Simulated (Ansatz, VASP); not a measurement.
Two plane-wave programs on YZr

```
Y Zr
1.0
     3.42358    0.00000    0.00000
    -1.71179    2.96491    0.00000
     0.00000    0.00000    5.40259
Y Zr
1 1
Direct
  0.66667 0.33333 0.50000
  0.33333 0.66667 0.00000
```

The cell comes from a database or a generator and needn't be the stable form of this composition.

Alike in both runs: task single point; functional LDA; k mesh 6 × 6 × 4; occupations gaussian, width 0.1 eV; no spin polarisation.

|  | VASP | Ansatz |
| --- | --- | --- |
| version | VASP 6.6.1 | Ansatz 0.2.0 |
| potentials or method | VASP PAW LDA potentials, release 64 (Y_sv, Zr_sv) | scalar-relativistic, plane waves, PAW |
| plane-wave cutoff (eV) | 520 | 420 |
| valence electrons in the cell | 23 | 23 |

Ansatz gave:

| Quantity | Value |
| --- | --- |
| gap on the k mesh at the Fermi level (eV) | none |
| pressure (GPa) | -5.5 |
| largest component of the traceless stress (GPa) | 0.19 |

**Question.** Estimate VASP's values.

**Answer.** gap on the k mesh at the Fermi level (eV): none; pressure (GPa): -5.5; largest component of the traceless stress (GPa): 0.22.

A gap of «none» marks a metal or a gap that the smearing closes.
